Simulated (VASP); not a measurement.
An input for Quantum ESPRESSO's pw.x (written as the equivalent of a VASP run, and not itself run):

```
&CONTROL
  calculation = 'vc-relax'
  pseudo_dir = './pseudo'
  outdir = './out'
  tprnfor = .true.
  tstress = .true.
  nstep = 50
  forc_conv_thr = 0.00039
/
&SYSTEM
  ibrav = 0
  nat = 6
  ntyp = 2
  ecutwfc = 84
  occupations = 'smearing'
  smearing = 'fermi-dirac'
  degauss = 0.00735
  input_dft = 'pz'
/
&ELECTRONS
  conv_thr = 7.3e-08
  electron_maxstep = 100
/
&IONS
/
&CELL
/
ATOMIC_SPECIES
  Mg 24.305 Mg.upf
  Pt 195.084 Pt.upf
CELL_PARAMETERS angstrom
    -3.1516800    3.1516800    2.8164300
     3.1516800   -3.1516800    2.8164300
     3.1516800    3.1516800   -2.8164300
ATOMIC_POSITIONS crystal
  Mg   0.6810700  0.8189300  0.5000000
  Mg   0.3189300  0.1810700  0.5000000
  Mg   0.8189300  0.3189300  0.1378600
  Mg   0.1810700  0.6810700  0.8621400
  Pt   0.2500000  0.2500000  0.0000000
  Pt   0.7500000  0.7500000  0.0000000
K_POINTS automatic
  5 5 5 0 0 0
```

**Question.** Translate this input to VASP (INCAR, KPOINTS, POSCAR, choice of POTCAR).

**Answer.** This is not unique; one that fits is 
**KPOINTS**
```
Automatic mesh
0
Gamma
5 5 5
0 0 0
```

POSCAR:
```
Mg2Pt
1
   -3.1516800000     3.1516800000     2.8164300000
    3.1516800000    -3.1516800000     2.8164300000
    3.1516800000     3.1516800000    -2.8164300000
Mg Pt
4 2
Direct
  0.6810700000   0.8189300000   0.5000000000
  0.3189300000   0.1810700000   0.5000000000
  0.8189300000   0.3189300000   0.1378600000
  0.1810700000   0.6810700000   0.8621400000
  0.2500000000   0.2500000000   0.0000000000
  0.7500000000   0.7500000000   0.0000000000
```

INCAR:
```
ALGO  =  Normal
EDIFF  =  1E-6
EDIFFG  =  -0.01
ENCUT  =  300
IBRION  =  2
ISIF  =  3
ISMEAR  =  -1
LASPH  =  T
LCHARG  =  F
LMAXMIX  =  6
LREAL  =  F
LWAVE  =  F
NELM  =  100
NSW  =  50
PREC  =  Accurate
SIGMA  =  0.1
SYSTEM  =  Mg2Pt
```

POTCAR, in this order: Mg Pt (LDA.64 set). Program: vasp_std.

The two are equivalent in intent, not identical: the potentials are each code's own (VASP's PAW set, PseudoDojo norm-conserving files in pw.x), so ENCUT and ecutwfc are chosen apart and not converted; conv_thr bounds pw.x's estimated SCF error, while EDIFF bounds the energy change between steps; forc_conv_thr acts on force components and is met together with etot_conv_thr.

The structure comes from a computed database's Mg2Pt entry (I4/mcm); how it stands against other phases isn't given here. This run relaxes it. Symmetry was kept, so distortions that lower it aren't found. The k-mesh is coarse (spacing up to 0.30 per Å, 2π included), so the numbers may not be converged in it. The run is one of a series of settings (EDIFFG = -0.01, IBRION = 2, ISIF = 3, NSW = 50 against the base run), some of them coarse on purpose.
